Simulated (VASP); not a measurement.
Input:

```yaml
crystal:
  lattice:
    - [12.67330, 0.00000, 0.00000]
    - [0.00000, 12.67330, 0.00000]
    - [0.00000, 0.00000, 12.04148]
  atoms:
    - { symbol: In, position: [0.00000, 0.00000, 0.25000] }
    - { symbol: In, position: [0.00000, 0.00000, 0.75000] }
    - { symbol: In, position: [0.00000, 0.33333, 0.25000] }
    - { symbol: In, position: [0.00000, 0.33333, 0.75000] }
    - { symbol: In, position: [0.00000, 0.66667, 0.25000] }
    - { symbol: In, position: [0.00000, 0.66667, 0.75000] }
    - { symbol: In, position: [0.33333, 0.00000, 0.25000] }
    - { symbol: In, position: [0.33333, 0.00000, 0.75000] }
    - { symbol: In, position: [0.33333, 0.33333, 0.25000] }
    - { symbol: In, position: [0.33333, 0.33333, 0.75000] }
    - { symbol: In, position: [0.33333, 0.66667, 0.25000] }
    - { symbol: In, position: [0.33333, 0.66667, 0.75000] }
    - { symbol: In, position: [0.66667, 0.00000, 0.25000] }
    - { symbol: In, position: [0.66667, 0.00000, 0.75000] }
    - { symbol: In, position: [0.66667, 0.33333, 0.25000] }
    - { symbol: In, position: [0.66667, 0.33333, 0.75000] }
    - { symbol: In, position: [0.66667, 0.66667, 0.25000] }
    - { symbol: In, position: [0.66667, 0.66667, 0.75000] }
    - { symbol: Ga, position: [0.16667, 0.16667, 0.00000] }
    - { symbol: Ga, position: [0.16667, 0.16667, 0.50000] }
    - { symbol: Ga, position: [0.16667, 0.50000, 0.00000] }
    - { symbol: Ga, position: [0.16667, 0.50000, 0.50000] }
    - { symbol: Ga, position: [0.16667, 0.83333, 0.00000] }
    - { symbol: Ga, position: [0.16667, 0.83333, 0.50000] }
    - { symbol: Ga, position: [0.50000, 0.16667, 0.00000] }
    - { symbol: Ga, position: [0.50000, 0.16667, 0.50000] }
    - { symbol: Ga, position: [0.50000, 0.50000, 0.00000] }
    - { symbol: Ga, position: [0.50000, 0.50000, 0.50000] }
    - { symbol: Ga, position: [0.50000, 0.83333, 0.00000] }
    - { symbol: Ga, position: [0.50000, 0.83333, 0.50000] }
    - { symbol: Ga, position: [0.83333, 0.16667, 0.00000] }
    - { symbol: Ga, position: [0.83333, 0.16667, 0.50000] }
    - { symbol: Ga, position: [0.83333, 0.50000, 0.00000] }
    - { symbol: Ga, position: [0.83333, 0.50000, 0.50000] }
    - { symbol: Ga, position: [0.83333, 0.83333, 0.00000] }
    - { symbol: Ga, position: [0.83333, 0.83333, 0.50000] }
    - { symbol: As, position: [0.16667, 0.00000, 0.38610] }
    - { symbol: As, position: [0.00000, 0.16667, 0.11390] }
    - { symbol: As, position: [0.16667, 0.00000, 0.88610] }
    - { symbol: As, position: [0.00000, 0.16667, 0.61390] }
    - { symbol: As, position: [0.16667, 0.33333, 0.38610] }
    - { symbol: As, position: [0.00000, 0.50000, 0.11390] }
    - { symbol: As, position: [0.16667, 0.33333, 0.88610] }
    - { symbol: As, position: [0.00000, 0.50000, 0.61390] }
    - { symbol: As, position: [0.16667, 0.66667, 0.38610] }
    - { symbol: As, position: [0.00000, 0.83333, 0.11390] }
    - { symbol: As, position: [0.16667, 0.66667, 0.88610] }
    - { symbol: As, position: [0.00000, 0.83333, 0.61390] }
    - { symbol: As, position: [0.50000, 0.00000, 0.38610] }
    - { symbol: As, position: [0.33333, 0.16667, 0.11390] }
    - { symbol: As, position: [0.50000, 0.00000, 0.88610] }
    - { symbol: As, position: [0.33333, 0.16667, 0.61390] }
    - { symbol: As, position: [0.50000, 0.33333, 0.38610] }
    - { symbol: As, position: [0.33333, 0.50000, 0.11390] }
    - { symbol: As, position: [0.50000, 0.33333, 0.88610] }
    - { symbol: As, position: [0.33333, 0.50000, 0.61390] }
    - { symbol: As, position: [0.50000, 0.66667, 0.38610] }
    - { symbol: As, position: [0.33333, 0.83333, 0.11390] }
    - { symbol: As, position: [0.50000, 0.66667, 0.88610] }
    - { symbol: As, position: [0.33333, 0.83333, 0.61390] }
    - { symbol: As, position: [0.83333, 0.00000, 0.38610] }
    - { symbol: As, position: [0.66667, 0.16667, 0.11390] }
    - { symbol: As, position: [0.83333, 0.00000, 0.88610] }
    - { symbol: As, position: [0.66667, 0.16667, 0.61390] }
    - { symbol: As, position: [0.83333, 0.33333, 0.38610] }
    - { symbol: As, position: [0.66667, 0.50000, 0.11390] }
    - { symbol: As, position: [0.83333, 0.33333, 0.88610] }
    - { symbol: As, position: [0.66667, 0.50000, 0.61390] }
    - { symbol: As, position: [0.83333, 0.66667, 0.38610] }
    - { symbol: As, position: [0.66667, 0.83333, 0.11390] }
    - { symbol: As, position: [0.83333, 0.66667, 0.88610] }
    - { symbol: As, position: [0.66667, 0.83333, 0.61390] }
```

All values below come from PBE GGA, VASP's PBE PAW potentials (set 64) (plane waves; VASP). Numerical set-up: PREC = Normal, LREAL = Auto, 400 eV cut-off, 1×1×1 Γ-centred mesh, Gaussian smearing of 0.050 eV, potentials In Ga As.

The supercell is sampled at Γ alone, which is coarse: total energies, pressure and levels can be off, energies of defects by several tenths of an eV.

Task: Give the stress tensor in GPa (positive for a compressed cell).

Result: 
```
 1.59   0.00   0.00
 0.00   1.59   0.00
 0.00   0.00  -0.47
```
The pressure is its mean diagonal, 0.91 GPa.

The cell is a supercell, built from a database entry that may be metastable or hypothetical.
